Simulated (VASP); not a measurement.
VASP runs on Zr (hcp) share one base input (PBE GGA, plane waves, VASP's PBE PAW potentials (set 64)) and change the settings named in each case.

POSCAR:
```
Zr
5.2530
  0.3135922330  -0.5431576242   0.0000000000
  0.3135922330   0.5431576242   0.0000000000
  0.0000000000   0.0000000000   1.0000000000
Zr
2
direct
  0.3333330000   0.6666670000   0.2500000000
  0.6666670000   0.3333330000   0.7500000000
```

File KPOINTS:
```
Automatic mesh
0
Gamma
12 12 6
0 0 0
```

**INCAR**
```
# general
SYSTEM  = Zr
PREC    = Accurate
ENCUT   = 400
LREAL   = .False.
LASPH   = .True.

# electronic loop
EDIFF   = 1E-6
NELM    = 100
ALGO    = Normal
LMAXMIX = 4

# smearing
ISMEAR  = 1
SIGMA   = 0.1

# functional
GGA     = PE

# ions
ISIF    = 2

# output
LWAVE   = .False.
LCHARG  = .False.
```

POTCAR, in this order: Zr_sv (PBE.64 set). Program: vasp_std.

| change | E(σ→0) (eV/atom) | pressure (GPa) | −TS (eV) | irreducible k-points |
|---|---|---|---|---|
| base run | -8.5009 | -4.75 | 0.0023 | 76 |
| KPOINTS 2×2×1 Monkhorst-Pack mesh | -8.5552 | -3.58 | 0.0029 | 2 |
| KPOINTS 7×7×4 Monkhorst-Pack mesh | -8.4871 | -4.42 | -0.0025 | 16 |
| KPOINTS 9×9×4 Monkhorst-Pack mesh | -8.5018 | -4.94 | 0.0012 | 24 |
| KPOINTS 14×14×7 Monkhorst-Pack mesh | -8.5006 | -4.79 | -0.0005 | 224 |

Left out are runs that ran out of time, are held back, or changed the cell or the kind of run, fixed moments of cells without a moment, rows past the twelfth, gaps on odd meshes, pressures of charged cells and columns that move by less than the noise.

The compound is Zr in the hcp structure. The cell was not relaxed at this level.
